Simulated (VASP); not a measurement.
## C (Diamond): GW quasiparticle gap

Wanted: how far GW moves the Kohn-Sham levels of C (Diamond). The cell has space group Fd-3m. The start is a cell from a database of measured crystal structures.

Main program and level: VASP 6.6.1; PBE; plane waves and PAW (C_GW), in the first sound run; inputs show where later runs differ.

This is a report of a sequence of runs, with most program output left out.

### 1. The structure

It takes space group Fd-3m (No. 227, cubic). Conventional cell: a = 3.567 Å, b = 3.567 Å, c = 3.567 Å, α = 90.00°, β = 90.00°, γ = 90.00°. Nearest to C lie 4 C at 1.54 Å.

As a file:

```
C
1.0
     0.00000    1.78337    1.78337
     1.78337    0.00000    1.78337
     1.78337    1.78337    0.00000
C
2
Direct
  0.00000 0.00000 0.00000
  0.25000 0.25000 0.25000
```

### 2. Ground state

The orbitals come from a self-consistent PBE run with a tight EDIFF and a narrow smearing. KPOINTS_OPT adds the bands along a path, which shows whether the mesh holds the band edges.

The input, INCAR:

```
SYSTEM = C
PREC = Accurate
ENCUT = 440
EDIFF = 1E-08
NELM = 100
ISMEAR = 0
SIGMA = 0.01
LREAL = .FALSE.
ALGO = Normal
GGA = PE
NBANDS = 10
LORBIT = 11
LWAVE = .TRUE.
LCHARG = .FALSE.
KPAR = 8
```

The input, POSCAR:

```
C
1.0
    0.0000000000      1.7833700000      1.7833700000
    1.7833700000      0.0000000000      1.7833700000
    1.7833700000      1.7833700000      0.0000000000
C
2
Direct
    0.0000000000      0.0000000000      0.0000000000
    0.2500000000      0.2500000000      0.2500000000
```

The input, KPOINTS:

```
Automatic mesh
0
Gamma
8 8 8
0 0 0
```

The input, KPOINTS_OPT:

```
Line mode
12
Line-mode
Reciprocal
  0.00000000   0.00000000   0.00000000 GAMMA
  0.50000000   0.00000000   0.50000000 X

  0.50000000   0.00000000   0.50000000 X
  0.50000000   0.25000000   0.75000000 W

  0.50000000   0.25000000   0.75000000 W
  0.37500000   0.37500000   0.75000000 K

  0.37500000   0.37500000   0.75000000 K
  0.00000000   0.00000000   0.00000000 GAMMA

  0.00000000   0.00000000   0.00000000 GAMMA
  0.50000000   0.50000000   0.50000000 L

  0.50000000   0.50000000   0.50000000 L
  0.62500000   0.25000000   0.62500000 U

  0.62500000   0.25000000   0.62500000 U
  0.50000000   0.25000000   0.75000000 W

  0.50000000   0.25000000   0.75000000 W
  0.50000000   0.50000000   0.50000000 L

  0.50000000   0.50000000   0.50000000 L
  0.37500000   0.37500000   0.75000000 K

  0.62500000   0.25000000   0.62500000 U
  0.50000000   0.00000000   0.50000000 X
```

Potentials, in the order of the species: C_GW (PBE family, release 64).

Run with:

```console
> mpirun -np 8 vasp_std
```

The job ended after 1.6 s (8 MPI ranks of AMD EPYC 9R45, shared host; peak memory 0.69 GiB).

Numbers from this step:

```yaml
free_energy_toten: -18.17 eV
fermi_energy: 9.874 eV
pressure: -3.950 GPa
least_gap_on_mesh_and_path: 4.130 eV
least_direct_gap_on_mesh_and_path: 5.593 eV
```

The highest empty bands on the path are converged less tightly, to about 0.1 eV. The electronic bands at the labelled points (eV, zero at the valence-band top; v1 is the highest filled band, c1 the lowest empty one):

```tsv
point	v3	v2	v1	c1	c2	c3	c4
Γ	0.00	0.00	0.00	5.59	5.59	5.59	13.32
0.45 of the way	-3.84	-3.72	-3.72	4.57	10.89	10.89	10.99
X	-12.76	-6.29	-6.29	4.76	4.76	16.81	16.81
0.45 of the way	-12.48	-7.17	-7.17	6.54	6.54	15.80	15.80
W	-11.97	-8.31	-8.31	10.63	10.63	12.32	12.32
0.45 of the way	-11.66	-9.01	-6.77	7.76	10.84	13.31	14.15
K	-11.73	-9.31	-5.36	5.68	10.75	14.37	15.63
0.45 of the way	-7.14	-6.15	-2.07	8.55	8.62	10.65	13.66
Γ	0.00	0.00	0.00	5.59	5.59	5.59	13.32
0.55 of the way	-7.36	-1.91	-1.91	7.97	7.97	8.29	14.82
L	-13.37	-2.79	-2.79	8.46	8.46	8.84	15.70
0.45 of the way	-12.73	-5.43	-3.77	7.34	10.49	11.31	15.17
U	-11.73	-9.31	-5.36	5.68	10.75	14.37	15.63
0.55 of the way	-11.66	-9.01	-6.77	7.76	10.84	13.31	14.15
W	-11.97	-8.31	-8.31	10.63	10.63	12.32	12.32
0.45 of the way	-12.19	-6.74	-5.00	8.40	9.60	13.45	14.65
L	-13.37	-2.79	-2.79	8.46	8.46	8.84	15.70
0.55 of the way	-12.46	-6.31	-4.08	6.99	11.22	12.16	14.70
K	-11.73	-9.31	-5.36	5.68	10.75	14.37	15.63
jump to U	-11.73	-9.31	-5.36	5.68	10.75	14.37	15.63
0.45 of the way	-12.45	-7.75	-6.00	5.04	6.99	16.00	16.40
X	-12.76	-6.29	-6.29	4.76	4.76	16.81	16.81
```

The cell has a gap of 4.13 eV on mesh and path and a pressure of -4.0 GPa, which holds the misfit of the given cell and coordinates with this functional, and any error of cutoff, mesh and data sets.

### 3. Empty bands

ALGO = Exact makes the empty bands from the converged ground state in one step. LOPTICS writes the k-derivatives of the orbitals (WAVEDER), which give the long-wavelength limit of the screening.

The input, INCAR:

```
SYSTEM = C
PREC = Accurate
ENCUT = 440
ISMEAR = 0
SIGMA = 0.01
LREAL = .FALSE.
GGA = PE
NBANDS = 32
ALGO = Exact
NELM = 1
LWAVE = .TRUE.
LCHARG = .FALSE.
LOPTICS = .TRUE.
NEDOS = 1000
CSHIFT = 0.1
```

POSCAR is that of step 2.

KPOINTS is that of step 2.

Run with:

```console
> mpirun -np 8 vasp_std
```

It took 1.4 s on 8 MPI ranks; peak memory 0.62 GiB.

The gap is read on the k-mesh alone, so it is an upper bound where the band edges lie off the mesh.

A gap read on the k-mesh alone can miss the band edges.

Numbers from this step:

* gap on the k-mesh: 4.134 eV
* least direct gap on the k-mesh: 5.593 eV

WAVECAR now holds 32 bands for 8 electrons. Its independent-particle dielectric tensor has xx, yy, zz = 6.0, 6.0, 6.0 on this mesh, which isn't tested for convergence in mesh or bands and lacks local fields.

### 4. G0W0, ENCUTGW 100, bands in the sums 32

This step: G0W0 on PBE; plane waves and PAW (C_GW) (VASP 6.6.1).

One pass of GW corrects the levels to first order, with G and W from the starting orbitals.

The input, INCAR:

```
SYSTEM = C
PREC = Accurate
ENCUT = 440
ISMEAR = 0
SIGMA = 0.01
LREAL = .FALSE.
GGA = PE
NBANDS = 32
ALGO = EVGW0
NELMGW = 1
ENCUTGW = 100
NOMEGA = 48
PRECFOCK = Fast
NBANDSGW = 16
LWAVE = .FALSE.
LCHARG = .FALSE.
```

POSCAR is that of step 3.

KPOINTS is that of step 3.

Run with:

```console
> mpirun -np 8 vasp_std
```

The job ended after 38 s (8 MPI ranks; peak memory 0.97 GiB).

Numbers from this step:

```yaml
quasiparticle_gap_on_the_mesh: 5.203 eV
smallest_direct_quasiparticle_gap_on_the_mesh: 7.165 eV
gap_of_the_starting_orbitals_on_the_mesh: 4.134 eV
```

GW takes the gap from 4.134 to 5.203 eV. The value holds for 32 bands, ENCUTGW = 100 eV and this mesh, and isn't shown to be converged in them.

### 5. Empty bands

This step: PBE; plane waves and PAW (C_GW) (VASP 6.6.1).

The empty bands are made again, for the run that follows.

The input, INCAR:

```
SYSTEM = C
PREC = Accurate
ENCUT = 440
ISMEAR = 0
SIGMA = 0.01
LREAL = .FALSE.
GGA = PE
NBANDS = 48
ALGO = Exact
NELM = 1
LWAVE = .TRUE.
LCHARG = .FALSE.
LOPTICS = .TRUE.
NEDOS = 1000
CSHIFT = 0.1
```

POSCAR is that of step 4.

KPOINTS is that of step 4.

Run with:

```console
> mpirun -np 8 vasp_std
```

Run time: 1.4 s. Hardware: 8 MPI ranks; peak memory 0.63 GiB; 6.6 s of CPU time.

WAVECAR now holds 48 bands for 8 electrons.

### 6. G0W0, ENCUTGW 140, bands in the sums 48

This step: G0W0 on PBE; plane waves and PAW (C_GW) (VASP 6.6.1).

ENCUTGW rises to 140 eV and the bands with it, to about the number of plane waves under that cutoff.

The input, INCAR:

```
SYSTEM = C
PREC = Accurate
ENCUT = 440
ISMEAR = 0
SIGMA = 0.01
LREAL = .FALSE.
GGA = PE
NBANDS = 48
ALGO = EVGW0
NELMGW = 1
ENCUTGW = 140
NOMEGA = 48
PRECFOCK = Fast
NBANDSGW = 16
LWAVE = .FALSE.
LCHARG = .FALSE.
```

POSCAR is that of step 5.

KPOINTS is that of step 5.

Run with:

```console
> mpirun -np 8 vasp_std
```

Wall time 44 s (8 MPI ranks); peak memory 1.1 GiB.

The gap is now 5.341 eV, +138 meV against the GW run before.

### 7. Empty bands

This step: PBE; plane waves and PAW (C_GW) (VASP 6.6.1).

The input, INCAR:

```
SYSTEM = C
PREC = Accurate
ENCUT = 440
ISMEAR = 0
SIGMA = 0.01
LREAL = .FALSE.
GGA = PE
NBANDS = 64
ALGO = Exact
NELM = 1
LWAVE = .TRUE.
LCHARG = .FALSE.
LOPTICS = .TRUE.
NEDOS = 1000
CSHIFT = 0.1
```

POSCAR is that of step 6.

KPOINTS is that of step 6.

Run with:

```console
> mpirun -np 8 vasp_std
```

It took 1.4 s on 8 MPI ranks; peak memory 0.62 GiB; 6.4 s of CPU time.

WAVECAR now holds 64 bands for 8 electrons.

### 8. G0W0, ENCUTGW 180, bands in the sums 64

This step: G0W0 on PBE; plane waves and PAW (C_GW) (VASP 6.6.1).

ENCUTGW rises to 180 eV and the bands with it, to about the number of plane waves under that cutoff.

The input, INCAR:

```
SYSTEM = C
PREC = Accurate
ENCUT = 440
ISMEAR = 0
SIGMA = 0.01
LREAL = .FALSE.
GGA = PE
NBANDS = 64
ALGO = EVGW0
NELMGW = 1
ENCUTGW = 180
NOMEGA = 48
PRECFOCK = Fast
NBANDSGW = 16
LWAVE = .FALSE.
LCHARG = .FALSE.
```

POSCAR is that of step 7.

KPOINTS is that of step 7.

Run with:

```console
> mpirun -np 8 vasp_std
```

Wall time 55 s (8 MPI ranks); peak memory 1.2 GiB; 7.2 min of CPU time.

The gap is now 5.418 eV, +77 meV against the GW run before.

### 9. Empty bands

This step: PBE; plane waves and PAW (C_GW) (VASP 6.6.1).

The input, INCAR:

```
SYSTEM = C
PREC = Accurate
ENCUT = 440
ISMEAR = 0
SIGMA = 0.01
LREAL = .FALSE.
GGA = PE
NBANDS = 88
ALGO = Exact
NELM = 1
LWAVE = .TRUE.
LCHARG = .FALSE.
LOPTICS = .TRUE.
NEDOS = 1000
CSHIFT = 0.1
```

POSCAR is that of step 8.

KPOINTS is that of step 8.

Run with:

```console
> mpirun -np 8 vasp_std
```

Wall time 1.4 s (8 MPI ranks); peak memory 0.63 GiB.

WAVECAR now holds 88 bands for 8 electrons.

### 10. G0W0, ENCUTGW 220, bands in the sums 88

This step: G0W0 on PBE; plane waves and PAW (C_GW) (VASP 6.6.1).

ENCUTGW rises to 220 eV and the bands with it, to about the number of plane waves under that cutoff.

The input, INCAR:

```
SYSTEM = C
PREC = Accurate
ENCUT = 440
ISMEAR = 0
SIGMA = 0.01
LREAL = .FALSE.
GGA = PE
NBANDS = 88
ALGO = EVGW0
NELMGW = 1
ENCUTGW = 220
NOMEGA = 48
PRECFOCK = Fast
NBANDSGW = 16
LWAVE = .FALSE.
LCHARG = .FALSE.
```

POSCAR is that of step 9.

KPOINTS is that of step 9.

Run with:

```console
> mpirun -np 8 vasp_std
```

It took 71 s on 8 MPI ranks; peak memory 1.4 GiB.

The gap is now 5.466 eV, +48 meV against the GW run before.

### 11. G0W0, one more run

This run repeats the step with a slip in the input.

Changes to INCAR since step 10:

```diff
@@ -10,3 +10,3 @@
 NELMGW = 1
-ENCUTGW = 220
+ENCUTGW = 140
 NOMEGA = 48
@@ -16 +16,2 @@
 LCHARG = .FALSE.
+NCORE = 2
```

POSCAR is that of step 10.

KPOINTS is that of step 10.

Run with:

```console
> mpirun -np 8 vasp_std
```

Run time: 11 s. Hardware: 8 MPI ranks.

The input was rejected at the start.

VASP's message: “VASP internal routines have requested a change of the k-point set. Unfortunately, this is only possible if NPAR=number of nodes.”. No number of this run is used.

Settings moved from the usual: NCORE = 2.

### 12. Summary

This step: GW series: G0W0 on PBE; plane waves and PAW (VASP 6.6.1).

Derived from the runs above.

This step gave:

| Item | Value |
| --- | --- |
| gap extrapolated to a complete basis | 5.594 eV |
| direct gap extrapolated to a complete basis | 7.465 eV |

Cost is wall time times ranks on a shared host, with the step that makes the empty bands. GW runs:

```tsv
level	bands	ENCUTGW (eV)	NOMEGA	k mesh	starting gap (eV)	quasiparticle gap (eV)	direct gap (eV)	cost (core minutes)
G0W0	32	100	48	8x8x8	4.134	5.203	7.165	5.25
G0W0	48	140	48	8x8x8	4.134	5.341	7.258	6.05
G0W0	64	180	48	8x8x8	4.134	5.418	7.32	7.52
G0W0	88	220	48	8x8x8	4.134	5.466	7.361	9.65
```

### 13. What came out

* G0W0 on PBE, 88 bands, ENCUTGW 220 eV, NOMEGA 48, mesh 8×8×8: 4.134 → 5.466 eV
* G0W0 on PBE, 32 bands, ENCUTGW 100 eV, NOMEGA 48, mesh 8×8×8: 4.134 → 5.203 eV
* gap at a complete basis (linear in ENCUTGW^-3/2): 5.59 eV

In words: G0W0 gives a quasiparticle gap of 5.466 eV on the mesh, 1.33 eV over the PBE gap on the same mesh. On mesh and path the starting valence top lies at Γ and the conduction bottom at (0.364, 0, 0.364), so the starting gap is indirect. At the starting level the gap on the GW mesh lies within 20 meV of that on the path. The steps of the series move the gap by +138, +77, +48 meV; the last costs 1.3 times the one before. The last step lies outside a tolerance of 30 meV, picked for this account, and the last two together move the gap by +125 meV. Extrapolated from the last three points to a complete basis, the gap is 5.59 eV, +128 meV from the dearest run. The extrapolation removes the error of the response basis alone, at this mesh, ENCUT and data set. The given cell is kept, although it stands at -4.0 GPa at PBE and ENCUT = 440 eV, which holds the mismatch of the given cell with this functional and any basis-set error. Not tabulated here, as repeats of values shown or as unfit to read for their mesh, reference level or band range: eps2 curves (empty bands); eps1 curves and static values (empty bands); gaps (empty bands). The run with bands split over cores isn't used: GW needs NCORE = 1.

[Lines on the potential files, build, host, timing and source positions are cut from VASP's logs without a mark.]

[Logs are printed without paths, hosts, clocks, repeated set-up lines and the standing remarks that a program may print on its own settings, such as how far it seeks lower states.]

[Hosts, paths, dates, database ids (printed as entryN), source tags and the programs' standing remarks are cut or masked in the printed files.]

[Pressures printed for these runs are not shown converged in the cutoff: they can be off by several GPa and have the wrong sign.]
